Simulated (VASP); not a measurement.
VASP input:

### INCAR
```
ALGO  =  Normal
EDIFF  =  1E-6
EDIFFG  =  -0.02
ENCUT  =  620
IBRION  =  2
ISIF  =  3
ISMEAR  =  0
LASPH  =  .TRUE.
LCHARG  =  .FALSE.
LMAXMIX  =  4
LREAL  =  .FALSE.
LWAVE  =  .FALSE.
NELM  =  100
NSW  =  40
PREC  =  Accurate
PSTRESS  =  200
SIGMA  =  0.05
SYSTEM  =  ZrO2
```

POSCAR:
```
ZrO2
1
   -0.0000000000     2.4618780085     2.4618780085
    2.4618780085    -0.0000000000     2.4618780085
    2.4618780085     2.4618780085     0.0000000000
Zr O
1 2
Direct
  0.0000000000   0.0000000000   0.0000000000
  0.2500000000   0.2500000000   0.2500000000
  0.7500000000   0.7500000000   0.7500000000
```

**KPOINTS**
```
Automatic
0
G
8 8 8
```

POTCAR, in this order: Zr_sv O (LDA.64 set). Program: vasp_std.

Q: Write an equivalent input for Ansatz.

A: One equivalent input (not run):
Ansatz 0.2 input:
```yaml
crystal:
  lattice:
    - [0.0000000, 2.4618780, 2.4618780]
    - [2.4618780, 0.0000000, 2.4618780]
    - [2.4618780, 2.4618780, 0.0000000]
  atoms:
    - { symbol: Zr, position: [0.0000000, 0.0000000, 0.0000000] }
    - { symbol: O, position: [0.2500000, 0.2500000, 0.2500000] }
    - { symbol: O, position: [0.7500000, 0.7500000, 0.7500000] }
kpoints:
  mp_grid: { grid: [8, 8, 8] }
hamiltonian:
  xc: lda
  pseudopotentials: { kind: paw }
scf:
  occupations: { method: gaussian, width: 0.05 }
  max_iter: 100
relax:
  max_steps: 40
  f_tol: 0.02
  cell: { p_target: 20 }
output: { forces: true, stress: true, eigenvalues: true }
```
Limits of the translation: each code has its own PAW files, so the cut-off isn't converted (ENCUT is set for VASP's; basis.ecutwfc is left out, and Ansatz then takes the one that its files recommend); Ansatz stops its SCF on the density residual and VASP on the energy change (EDIFF); Ansatz's lda is the Perdew-Wang form, while the LDA potentials of VASP carry Perdew-Zunger's.

The compound is ZrO2 in the fluorite structure, the high-temperature cubic form, which is unstable at 0 K; the monoclinic form is the stable one. It was relaxed first under an external pressure of 20 GPa.
